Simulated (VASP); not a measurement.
Here is the system:

```xyz
1
Lattice="0.0000 2.7400 2.7400 2.7400 0.0000 2.7400 2.7400 2.7400 0.0000" Properties=species:S:1:pos:R:3 pbc="T T T"
Yb     0.0000     0.0000     0.0000
```

Method: revTPSS meta-GGA, VASP's PBE PAW potentials (set 64) (plane waves; VASP). Numerical set-up: 520 eV cut-off, 10×10×10 Γ-centred mesh, first-order Methfessel-Paxton smearing of 0.10 eV, potentials Yb_2.

The 4f electrons are frozen in the core of the lanthanide potential, so 4f levels, which can set the real gap, and their magnetism are missing. Energy and stress use the plane-wave basis of the starting cell.

Task: The ions, cell shape and volume are relaxed. Give the cell that the relaxation ends in.

Result: 
```xyz
1
Lattice="0.0000 2.6590 2.6590 2.6590 0.0000 2.6590 2.6590 2.6590 0.0000" Properties=species:S:1:pos:R:3 pbc="T T T"
Yb     0.0000     2.6590     2.6590
```
Space group Fm-3m (225), at a tolerance of 0.03 Å.

Task: How do energy and volume change from the first to the last step?

Result: The energy (σ→0) changes by -14.5 meV/atom and the volume by -8.6 %, in 4 ionic steps.

```
step  E(σ→0) (eV)  max force (eV/Å)  pressure (GPa)  volume (Å³)
----  -----------  ----------------  --------------  -----------
1         34.2341             0.000           -1.22        41.14
2         34.2231             0.000           -0.65        39.31
3         34.2196             0.000           -0.09        37.83
4         34.2196             0.000            0.01        37.60
```

The compound is Yb in the fcc structure. This run relaxes it. Symmetry was kept, so distortions that lower it aren't found.
